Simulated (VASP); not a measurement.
Cost and result of VASP (PAW) for the bulk modulus of Ta (bcc). Static lattice, third-order Birch-Murnaghan fit over five volumes. The cost counts the five points of the equation of state, each on the mesh and cut-off of its row, so the ratios hold those differences too. With PBE it took about 40 core-seconds. Costs are core time on shared hosts, one run each; read them as rough ratios.

Measured: 198 GPa at 0 K (as given by H. Levämäki et al., Physical Review B (2014), arXiv:1402.3671; corrected for temperature and zero-point phonon effects).

```
level     k-mesh  cut-off (eV)  bulk modulus (GPa)  error (%)         cost over PBE
------  --------  ------------  ------------------  ---------  --------------------
LDA     16×16×16           520                 213       +7.4  within a factor of 2
PBE     15×15×15           520                 195       -1.7             reference
PBEsol  16×16×16           520                 204       +3.0  within a factor of 2
r2SCAN  15×15×15           520                 199       +0.7         about 5 times
SCAN    16×16×16           520                 200       +1.0         about 7 times
```

Within 3 % of the measurement lie PBE, r2SCAN, SCAN; the cheapest of them is PBE.

Left out are levels that failed, ran on another kind of processor or have no fit band path; at most nine are shown.

The compound is Ta in the bcc structure.
